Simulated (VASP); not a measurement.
Cu:

```
Cu
1.0
     0.00000    1.80750    1.80750
     1.80750    0.00000    1.80750
     1.80750    1.80750    0.00000
Cu
1
Direct
  0.00000 0.00000 0.00000
```

* Program: VASP 6.6.1
* Task: relaxation of cell and atoms
* Functional: PBE
* Dispersion: D3(BJ)
* Potentials or basis: VASP PAW PBE potentials, release 64 (Cu)
* Cutoff: 600 eV
* k mesh: 22 × 22 × 22
* Occupations: methfessel-paxton, width 0.1 eV
* Spin: no spin polarisation

At the start: pressure -5.9 GPa; volume 11.81 Å³/atom.

**Question.** How do energy, volume and symmetry change on relaxing?

**Answer.** Over 3 steps the energy falls by 8.9 meV/atom and the volume is 11.35 Å³/atom (-3.9 %); space group Fm-3m (No. 225, to 0.05 Å).

The path:
| step | energy change (eV) | largest force (eV/Å) | pressure (GPa) | volume (Å³) |
| --- | --- | --- | --- | --- |
| 1 | 0.0000 | 0.0000 | -5.89 | 11.81 |
| 2 | -0.0055 | 0.0000 | 4.16 | 11.08 |
| 3 | -0.0089 | 0.0000 | -0.08 | 11.35 |

Final structure:
```
Cu
1.0
     0.00000    1.78366    1.78366
     1.78366    0.00000    1.78366
     1.78366    1.78366    0.00000
Cu
1
Direct
  0.00000 0.00000 0.00000
```

Caveat: pairwise dispersion overbinds metals, which lowers pressure and volume.
